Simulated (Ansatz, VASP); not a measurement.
# Cross-check of TiB2 between VASP and Ansatz

Wanted: the spread between two codes on one cell, functional and k mesh. The cell is taken from a series of runs on this material, whose earlier steps may have relaxed, scaled, displaced or heated it; both programs get it as it stands.

Method: plane waves, with VASP 6.6.1 beside it; zone-centre phonons at PBEsol, in Ansatz 0.2.0.

### 1. Set-up

It takes space group P6/mmm (No. 191, hexagonal). Conventional cell: a = 3.029 Å, b = 3.029 Å, c = 3.228 Å, α = 90.00°, β = 90.00°, γ = 120.00°. Ti has 12 B at 2.38 Å nearest. Nearest to B lie 3 B at 1.75 Å and 6 Ti at 2.38 Å. Farther neighbours are not listed.

As a file:

```cif
data_structure
_symmetry_space_group_name_H-M 'P6/mmm'
_symmetry_Int_Tables_number 191
_cell_length_a 3.0292
_cell_length_b 3.0292
_cell_length_c 3.2284
_cell_angle_alpha 90.000
_cell_angle_beta 90.000
_cell_angle_gamma 120.000
_cell_volume 25.66
loop_
_atom_site_label
_atom_site_type_symbol
_atom_site_symmetry_multiplicity
_atom_site_Wyckoff_symbol
_atom_site_fract_x
_atom_site_fract_y
_atom_site_fract_z
_atom_site_occupancy
Ti1 Ti 1 a 0.00000 0.00000 0.00000 1
B1 B 2 d 0.33333 0.66667 0.50000 1
```

### 2. VASP: zone-centre phonons, PBEsol

Second derivatives magnify differences that forces hide, and they need a tight electronic threshold.

Lines of VASP's logs that name or quote its potential files are left out, and so is its time.

Input file INCAR:

```
SYSTEM = TiB2
PREC = Accurate
ENCUT = 500
EDIFF = 1E-08
NELM = 120
ISMEAR = 1
SIGMA = 0.2
LREAL = .FALSE.
ALGO = Normal
GGA = PS
NBANDS = 15
LASPH = .TRUE.
LORBIT = 11
LWAVE = .FALSE.
LCHARG = .FALSE.
ISIF = 2
IBRION = 8
GGA_COMPAT = .FALSE.
KPAR = 2
```

Input file POSCAR:

```
TiB2
1.0
    3.0292000000      0.0000000000      0.0000000000
   -1.5146000000      2.6233641531      0.0000000000
    0.0000000000      0.0000000000      3.2284000000
Ti B
1 2
Direct
    0.0000000000      0.0000000000      0.0000000000
    0.3333333333      0.6666666667      0.5000000000
    0.6666666667      0.3333333333      0.5000000000
```

Input file KPOINTS:

```
Automatic mesh
0
Gamma
21 21 16
0 0 0
```

The projector-augmented-wave data sets are Ti_sv and B (PBE family, release 64).

On the command line:

```sh
$ mpirun -np 2 vasp_std
```

Numbers of over 12 decimals in the logs are rounded to 6 here.

Output:

```text
[banner, memory and clock lines left out]
running    2 mpi-ranks, on    1 nodes
 distrk:  each k-point on    1 cores,    2 groups
 distr:  one band on    1 cores,    1 groups

 POSCAR found type information on POSCAR TiB
 POSCAR found :  2 types and       3 ions
|                                                                             |
|               ----> ADVICE to this user running VASP <----                  |
|                                                                             |
|     You enforced a specific xc type in the INCAR file but a different       |
|     [... a line on the potential file left out ...]
|     I HOPE YOU KNOW WHAT YOU ARE DOING!                                     |
|                                                                             |

 LDA part: xc-table for (Slater+PW92), standard interpolation
 POSCAR, INCAR and KPOINTS ok, starting setup
 FFT: planning ... GRIDC
 FFT: planning ... GRID_SOFT
 FFT: planning ... GRID
 WAVECAR not read
 entering main loop
       N       E                     dE             d eps       ncg     rms          rms(c)
DAV:   1     0.119019211799E+03    0.11902E+03   -0.89355E+03 12982   0.133E+03
DAV:   2    -0.233638707684E+02   -0.14238E+03   -0.13778E+03 13625   0.352E+02
DAV:   3    -0.306705691039E+02   -0.73067E+01   -0.72356E+01 19009   0.776E+01
DAV:   4    -0.308506676752E+02   -0.18010E+00   -0.17990E+00 15715   0.110E+01
DAV:   5    -0.308557833476E+02   -0.51157E-02   -0.51154E-02 19385   0.158E+00    0.170E+01
DAV:   6    -0.257806806514E+02    0.50751E+01   -0.21250E+01 18167   0.519E+01    0.378E+00
DAV:   7    -0.257846772720E+02   -0.39966E-02   -0.12001E+00 13893   0.125E+01    0.341E+00
DAV:   8    -0.257861894349E+02   -0.15122E-02   -0.94086E-02 21629   0.269E+00    0.720E-01
DAV:   9    -0.257834522230E+02    0.27372E-02   -0.36683E-02 16302   0.254E+00    0.216E-01
DAV:  10    -0.257830895900E+02    0.36263E-03   -0.33097E-03 16298   0.737E-01    0.871E-02
DAV:  11    -0.257830813192E+02    0.82707E-05   -0.22296E-04 18859   0.158E-01    0.561E-02
DAV:  12    -0.257830570079E+02    0.24311E-04   -0.90492E-05 15536   0.122E-01    0.143E-02
DAV:  13    -0.257830569490E+02    0.58811E-07   -0.51795E-06 17204   0.196E-02    0.177E-03
DAV:  14    -0.257830568079E+02    0.14114E-06   -0.44474E-07 17573   0.665E-03    0.633E-04
DAV:  15    -0.257830568557E+02   -0.47839E-07   -0.23091E-08 13198   0.176E-03    0.447E-04
DAV:  16    -0.257830568649E+02   -0.91993E-08   -0.28948E-09  7663   0.639E-04
   1 F= -.25783057E+02 E0= -.25783257E+02  d E =0.601058E-03
 Linear response reoptimize wavefunctions to high precision
DAV:   1    -0.257830568674E+02   -0.24315E-08   -0.43447E-10  9280   0.255E-04
DAV:   2    -0.257830568674E+02    0.12733E-10   -0.60577E-11  7131   0.832E-05
 Linear response DOF=           4
 Linear response progress:
  Degree of freedom:   1/  4
       N       E                     dE             d eps       ncg     rms          rms(c)
RMM:   1    -0.695618696431E+00   -0.69562E+00    0.48913E+00 33015   0.136E+02
RMM:   2    -0.658464713334E+00    0.37154E-01   -0.33384E-01 55150   0.515E+00    0.180E-01
RMM:   3    -0.656475566842E+00    0.19891E-02   -0.22233E-02 65001   0.124E+00    0.791E-02
RMM:   4    -0.656150793664E+00    0.32477E-03   -0.12883E-02 73223   0.568E-01    0.193E-02
RMM:   5    -0.656957326374E+00   -0.80653E-03   -0.11483E-03 75152   0.192E-01    0.108E-02
RMM:   6    -0.657301488001E+00   -0.34416E-03   -0.29189E-04 77252   0.835E-02    0.419E-03
RMM:   7    -0.657461434281E+00   -0.15995E-03   -0.64402E-05 76798   0.372E-02    0.124E-03
RMM:   8    -0.657511474015E+00   -0.50040E-04   -0.20597E-05 78864   0.167E-02    0.225E-04
RMM:   9    -0.657518030276E+00   -0.65563E-05   -0.89513E-06 80941   0.854E-03    0.127E-04
RMM:  10    -0.657520136579E+00   -0.21063E-05   -0.51734E-06 81403   0.445E-03    0.156E-04
RMM:  11    -0.657518012814E+00    0.21238E-05   -0.36155E-06 80620   0.270E-03    0.275E-04
RMM:  12    -0.657521777059E+00   -0.37642E-05   -0.27914E-06 74948   0.180E-03    0.192E-04
RMM:  13    -0.657525441222E+00   -0.36642E-05   -0.20846E-06 76106   0.130E-03    0.104E-04
RMM:  14    -0.657525794250E+00   -0.35303E-06   -0.17024E-06 82649   0.951E-04    0.104E-04
[...]
RMM:  21    -0.657529761536E+00   -0.33699E-07   -0.34707E-07 64892   0.317E-04    0.140E-05
RMM:  22    -0.657529789754E+00   -0.28219E-07   -0.24773E-07 61046   0.285E-04    0.170E-05
RMM:  23    -0.657529786712E+00    0.30429E-08   -0.17062E-07 57813   0.257E-04    0.181E-05
RMM:  24    -0.657529801939E+00   -0.15228E-07   -0.10684E-07 49870   0.231E-04    0.207E-05
RMM:  25    -0.657529813614E+00   -0.11675E-07   -0.55235E-08 42169   0.208E-04    0.224E-05
RMM:  26    -0.657529852022E+00   -0.38407E-07   -0.14450E-08 52191   0.189E-04    0.238E-05
RMM:  27    -0.657529869836E+00   -0.17814E-07    0.17155E-08 42075   0.171E-04    0.253E-05
RMM:  28    -0.657529874009E+00   -0.41734E-08    0.44499E-08 36437   0.155E-04    0.267E-05
 first order change of Fermi-energy   0.20249E-03
 force on displaced ion       1 direction 1 : -14.228  -0.000   0.000
 Linear response progress:
  Degree of freedom:   2/  4
       N       E                     dE             d eps       ncg     rms          rms(c)
RMM:   1    -0.805190901248E+00   -0.80519E+00   -0.29516E+00 13271   0.132E+02
RMM:   2    -0.755873841186E+00    0.49317E-01   -0.31214E-01 21345   0.475E+00    0.195E-01
RMM:   3    -0.754680839750E+00    0.11930E-02   -0.23335E-02 24995   0.118E+00    0.878E-02
RMM:   4    -0.755074554188E+00   -0.39371E-03   -0.16569E-02 27564   0.581E-01    0.262E-02
RMM:   5    -0.755982959093E+00   -0.90840E-03   -0.14678E-03 29202   0.192E-01    0.212E-02
RMM:   6    -0.757408270400E+00   -0.14253E-02   -0.28498E-04 25514   0.983E-02    0.123E-02
RMM:   7    -0.756911703395E+00    0.49657E-03   -0.85153E-05 27171   0.437E-02    0.206E-03
RMM:   8    -0.756986466276E+00   -0.74763E-04   -0.28666E-05 30023   0.201E-02    0.559E-04
RMM:   9    -0.757001393750E+00   -0.14927E-04   -0.14136E-05 30867   0.101E-02    0.231E-04
RMM:  10    -0.757001190539E+00    0.20321E-06   -0.82380E-06 31042   0.576E-03    0.167E-04
RMM:  11    -0.757004071039E+00   -0.28805E-05   -0.10278E-05 30496   0.352E-03    0.109E-04
RMM:  12    -0.757008456463E+00   -0.43854E-05   -0.94460E-06 29756   0.248E-03    0.285E-05
RMM:  13    -0.757011248828E+00   -0.27924E-05   -0.78319E-06 30220   0.183E-03    0.301E-05
RMM:  14    -0.757010474878E+00    0.77395E-06   -0.70113E-06 30798   0.141E-03    0.104E-05
RMM:  15    -0.757010179257E+00    0.29562E-06   -0.57179E-06 30494   0.114E-03    0.279E-05
RMM:  16    -0.757010224274E+00   -0.45017E-07   -0.52026E-06 30541   0.949E-04    0.306E-05
RMM:  17    -0.757010549262E+00   -0.32499E-06   -0.42869E-06 28435   0.813E-04    0.248E-05
RMM:  18    -0.757010809441E+00   -0.26018E-06   -0.38051E-06 29035   0.700E-04    0.226E-05
RMM:  19    -0.757010848610E+00   -0.39169E-07   -0.32324E-06 31392   0.603E-04    0.255E-05
RMM:  20    -0.757010954631E+00   -0.10602E-06   -0.29256E-06 28037   0.529E-04    0.254E-05
 first order change of Fermi-energy   0.21072E-02
 force on displaced ion       1 direction 3 :  -0.000  -0.000 -14.115
 Linear response progress:
  Degree of freedom:   3/  4
       N       E                     dE             d eps       ncg     rms          rms(c)
RMM:   1    -0.498222381650E-01   -0.49822E-01   -0.25823E-02138421   0.137E+00
RMM:   2    -0.444421952414E-01    0.53800E-02   -0.28802E-03115032   0.363E-01    0.162E-01
RMM:   3    -0.442972268645E-01    0.14497E-03   -0.10847E-03116508   0.184E-01    0.808E-02
RMM:   4    -0.448515036576E-01   -0.55428E-03   -0.76413E-04116058   0.141E-01    0.897E-03
RMM:   5    -0.448397549295E-01    0.11749E-04   -0.13966E-04140488   0.535E-02    0.327E-03
RMM:   6    -0.448633614589E-01   -0.23607E-04   -0.32618E-05147118   0.230E-02    0.137E-03
RMM:   7    -0.448567363318E-01    0.66251E-05   -0.56790E-06143418   0.954E-03    0.434E-04
RMM:   8    -0.448621668086E-01   -0.54305E-05   -0.12822E-06146764   0.457E-03    0.228E-04
RMM:   9    -0.448604860495E-01    0.16808E-05   -0.28137E-07146818   0.224E-03    0.729E-05
RMM:  10    -0.448608871208E-01   -0.40107E-06   -0.19196E-07148724   0.112E-03    0.177E-05
RMM:  11    -0.448609420549E-01   -0.54934E-07   -0.10163E-07151254   0.575E-04    0.156E-05
RMM:  12    -0.448609534535E-01   -0.11399E-07   -0.11158E-07147078   0.314E-04    0.175E-05
RMM:  13    -0.448609057205E-01    0.47733E-07   -0.66098E-08146552   0.173E-04    0.514E-06
RMM:  14    -0.448609064971E-01   -0.77665E-09   -0.42300E-08154110   0.974E-05    0.297E-06
 first order change of Fermi-energy   0.56893E-04
 force on displaced ion       2 direction 1 : -19.298   0.000   0.000
 Linear response progress:
  Degree of freedom:   4/  4
       N       E                     dE             d eps       ncg     rms          rms(c)
RMM:   1    -0.460159709679E-01   -0.46016E-01    0.11277E-02 43591   0.170E+00
RMM:   2    -0.440937041772E-01    0.19223E-02   -0.24225E-03 40033   0.345E-01    0.124E-01
RMM:   3    -0.440518444701E-01    0.41860E-04   -0.10219E-03 40948   0.183E-01    0.601E-02
RMM:   4    -0.444739415440E-01   -0.42210E-03   -0.53677E-04 41760   0.126E-01    0.122E-02
RMM:   5    -0.445165690032E-01   -0.42627E-04   -0.11508E-04 47588   0.534E-02    0.360E-03
RMM:   6    -0.445449448926E-01   -0.28376E-04   -0.22409E-05 49481   0.238E-02    0.142E-03
RMM:   7    -0.445322347983E-01    0.12710E-04   -0.51678E-06 48530   0.109E-02    0.536E-04
RMM:   8    -0.445344066963E-01   -0.21719E-05   -0.13749E-06 50101   0.550E-03    0.174E-04
RMM:   9    -0.445345372087E-01   -0.13051E-06   -0.70849E-07 49874   0.261E-03    0.125E-04
RMM:  10    -0.445345556956E-01   -0.18487E-07   -0.52310E-07 49172   0.134E-03    0.602E-05
RMM:  11    -0.445349792173E-01   -0.42352E-06   -0.35183E-07 49438   0.675E-04    0.275E-05
RMM:  12    -0.445349468803E-01    0.32337E-07   -0.19593E-07 51068   0.364E-04    0.864E-06
RMM:  13    -0.445349507072E-01   -0.38269E-08   -0.14748E-07 52054   0.183E-04    0.394E-06
RMM:  14    -0.445349368279E-01    0.13879E-07   -0.65585E-08 50137   0.101E-04    0.732E-06
RMM:  15    -0.445349397187E-01   -0.28908E-08   -0.38656E-08 51040   0.545E-05    0.138E-05
 first order change of Fermi-energy  -0.24995E-03
 force on displaced ion       2 direction 3 :  -0.000   0.000  -9.476
 Linear response finished
```

Parts of OUTCAR (step 2):

```text
ion  position               nearest neighbor table
   1  0.000  0.000  0.000-   2 2.38   3 2.38   2 2.38   3 2.38   2 2.38   2 2.38   3 2.38   3 2.38
                             3 2.38   3 2.38   2 2.38   2 2.38
   2  0.333  0.667  0.500-   3 1.75   3 1.75   3 1.75   1 2.38   1 2.38   1 2.38   1 2.38   1 2.38
                             1 2.38
   3  0.667  0.333  0.500-   2 1.75   2 1.75   2 1.75   1 2.38   1 2.38   1 2.38   1 2.38   1 2.38
                             1 2.38

  LATTYP: Found a hexagonal cell.
 ALAT       =     3.0292000000
 C/A-ratio  =     1.0657599366

 Subroutine GETGRP returns: Found 24 space group operations
 (whereof 24 operations were pure point group operations)

The static configuration has the point symmetry D_6h.

 Found    432 irreducible k-points:

   k-points           NKPTS =    432   k-points in BZ     NKDIM =    432   number of bands    NBANDS=     15

   dimension x,y,z NGX =    24 NGY =   24 NGZ =   24
   dimension x,y,z NGXF=    48 NGYF=   48 NGZF=   48

   ENCUT  =  500.0 eV  36.75 Ry    6.06 a.u.   5.52  5.52  5.89*2*pi/ulx,y,z

   NELECT =      18.0000    total number of electrons

 k-points in reciprocal lattice and weights: Automatic mesh
   0.00000000  0.00000000  0.00000000       0.000
   0.04761905 -0.00000000  0.00000000       0.001
   0.09523810 -0.00000000  0.00000000       0.001
   0.14285714 -0.00000000  0.00000000       0.001
   0.19047619 -0.00000000  0.00000000       0.001
   0.23809524 -0.00000000  0.00000000       0.001
   0.28571429 -0.00000000  0.00000000       0.001
   0.33333333 -0.00000000  0.00000000       0.001
   0.38095238 -0.00000000  0.00000000       0.001
[...]
0.33333333  0.28571429  0.50000000       0.002
   0.33333333  0.33333333  0.50000000       0.000

 average (electrostatic) potential at core
       1 -70.7394       2 -22.4262       3 -22.4262

  Total       -0.6179696     -0.6179696     -1.0796999      0.0000000     -0.0000000      0.0000000
  in kB      -38.5925788    -38.5925788    -67.4279214      0.0000000     -0.0000000      0.0000000
  external PRESSURE =     -48.2043596 kB  Pullay stress =       0.0000000 kB

  energy-cutoff  :      500.00
  volume of cell :       25.66
      direct lattice vectors                 reciprocal lattice vectors
     3.029200000  0.000000000  0.000000000     0.330120164  0.190594965  0.000000000
    -1.514600000  2.623364153  0.000000000     0.000000000  0.381189931  0.000000000
     0.000000000  0.000000000  3.228400000     0.000000000  0.000000000  0.309750960

 POSITION                                       TOTAL-FORCE (eV/Angst)
 -----------------------------------------------------------------------------------
      0.00000      0.00000      0.00000        -0.000000      0.000000      0.000000
     -0.00000      1.74891      1.61420        -0.000000     -0.000000      0.000000
      1.51460      0.87445      1.61420         0.000000      0.000000     -0.000000
 -----------------------------------------------------------------------------------
    total drift:                               -0.000000      0.000000      0.000000

 Eigenvectors and eigenvalues of the dynamical matrix
 ----------------------------------------------------

   1 f  =   26.685591 THz   167.670514 2PiTHz  890.135504 cm-1   110.362687 meV
             X         Y         Z           dx          dy          dz
      0.000000  0.000000  0.000000     0.000000    0.000000    0.000000
     -0.000000  1.748909  1.614200    -0.707107    0.000001   -0.000000
      1.514600  0.874455  1.614200     0.707107   -0.000001   -0.000000

   2 f  =   26.685591 THz   167.670514 2PiTHz  890.135504 cm-1   110.362687 meV
             X         Y         Z           dx          dy          dz
      0.000000  0.000000  0.000000    -0.000000    0.000000   -0.000000
     -0.000000  1.748909  1.614200    -0.000001   -0.707107   -0.000000
      1.514600  0.874455  1.614200     0.000001    0.707107   -0.000000

   3 f  =   16.411954 THz   103.119350 2PiTHz  547.443868 cm-1    67.874358 meV
             X         Y         Z           dx          dy          dz
      0.000000  0.000000  0.000000    -0.000000   -0.000000   -0.000000
     -0.000000  1.748909  1.614200     0.000000    0.000000   -0.707107
      1.514600  0.874455  1.614200     0.000000    0.000000    0.707107

   4 f  =   15.264683 THz    95.910833 2PiTHz  509.175022 cm-1    63.129629 meV
             X         Y         Z           dx          dy          dz
      0.000000  0.000000  0.000000     0.558290    0.000009   -0.000000
     -0.000000  1.748909  1.614200    -0.586648   -0.000010    0.000000
      1.514600  0.874455  1.614200    -0.586648   -0.000010    0.000000

   5 f  =   15.264683 THz    95.910833 2PiTHz  509.175022 cm-1    63.129629 meV
             X         Y         Z           dx          dy          dz
      0.000000  0.000000  0.000000    -0.000009    0.558290   -0.000000
     -0.000000  1.748909  1.614200     0.000010   -0.586648    0.000000
      1.514600  0.874455  1.614200     0.000010   -0.586648    0.000000

   6 f  =   15.203308 THz    95.525204 2PiTHz  507.127779 cm-1    62.875803 meV
             X         Y         Z           dx          dy          dz
      0.000000  0.000000  0.000000     0.000000    0.000000    0.558306
     -0.000000  1.748909  1.614200    -0.000000   -0.000000   -0.586641
      1.514600  0.874455  1.614200    -0.000000   -0.000000   -0.586641

   7 f/i=    0.009709 THz     0.061006 2PiTHz    0.323869 cm-1     0.040155 meV
             X         Y         Z           dx          dy          dz
      0.000000  0.000000  0.000000    -0.078889   -0.825886    0.000000
     -0.000000  1.748909  1.614200    -0.037538   -0.392982    0.000000
      1.514600  0.874455  1.614200    -0.037538   -0.392982    0.000000

   8 f/i=    0.009709 THz     0.061006 2PiTHz    0.323869 cm-1     0.040155 meV
             X         Y         Z           dx          dy          dz
      0.000000  0.000000  0.000000     0.825886   -0.078889    0.000000
     -0.000000  1.748909  1.614200     0.392982   -0.037538    0.000000
      1.514600  0.874455  1.614200     0.392982   -0.037538    0.000000

   9 f/i=    0.009951 THz     0.062524 2PiTHz    0.331931 cm-1     0.041154 meV
             X         Y         Z           dx          dy          dz
      0.000000  0.000000  0.000000     0.000000   -0.000000   -0.829635
     -0.000000  1.748909  1.614200     0.000000   -0.000000   -0.394782
      1.514600  0.874455  1.614200     0.000000   -0.000000   -0.394782

 ELASTIC MODULI CONTR FROM IONIC RELAXATION (kBar)
 Direction    XX          YY          ZZ          XY          YZ          ZX
 --------------------------------------------------------------------------------
 XX         -51.5995     51.5995      0.0000     -0.0000      0.0000      0.0000
 YY          51.5995    -51.5995      0.0000      0.0000     -0.0000      0.0000
 ZZ           0.0000      0.0000      0.0000      0.0000      0.0000      0.0000
 XY          -0.0000      0.0000      0.0000    -51.5995      0.0000      0.0000
 YZ           0.0000     -0.0000      0.0000      0.0000     -0.0000      0.0000
 ZX           0.0000      0.0000      0.0000      0.0000      0.0000      0.0000
 --------------------------------------------------------------------------------
```

(Continued in part 2 of 2.)

[Lines on the potential files, build, host, timing and source positions are cut from VASP's logs without a mark.]

[Logs are printed without paths, hosts, clocks, repeated set-up lines and the standing remarks that a program may print on its own settings, such as how far it seeks lower states.]

[Hosts, paths, dates, database ids (printed as entryN), source tags and the programs' standing remarks are cut or masked in the printed files.]
